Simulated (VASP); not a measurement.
Here is the system:

```yaml
crystal:
  lattice:
    - [-2.16159, 2.16159, 2.16159]
    - [2.16159, -2.16159, 2.16159]
    - [2.16159, 2.16159, -2.16159]
  atoms:
    - { symbol: Eu, position: [0.00000, 0.00000, 0.00000] }
```

The numbers are results of PBE GGA with D3 dispersion (Becke-Johnson damping), VASP's PBE PAW potentials (set 64) (plane waves; VASP), not measurements. Run with 520 eV cut-off, Gaussian smearing of 0.050 eV, potentials Eu_2.

The 4f electrons are frozen in the core of the lanthanide potential, so 4f levels, which can set the real gap, and their magnetism are missing.

Task: Give the energies of bands 4 to 7 at the high-symmetry points, in eV from the Fermi level.

Result: 
```json
[
 {"band": "4", "Γ": "-3.89", "H": "-0.62", "N": "-1.19", "P": "0.73"},
 {"band": "5", "Γ": "2.67", "H": "-0.62", "N": "1.11", "P": "0.73"},
 {"band": "6", "Γ": "2.67", "H": "5.75", "N": "1.50", "P": "0.73"},
 {"band": "7", "Γ": "2.67", "H": "5.75", "N": "4.45", "P": "4.92"}
]
```

It has no gap at this level: it comes out as a metal or semimetal.

The compound is Eu in the bcc structure. It was relaxed first, which changed the volume by -16 %.
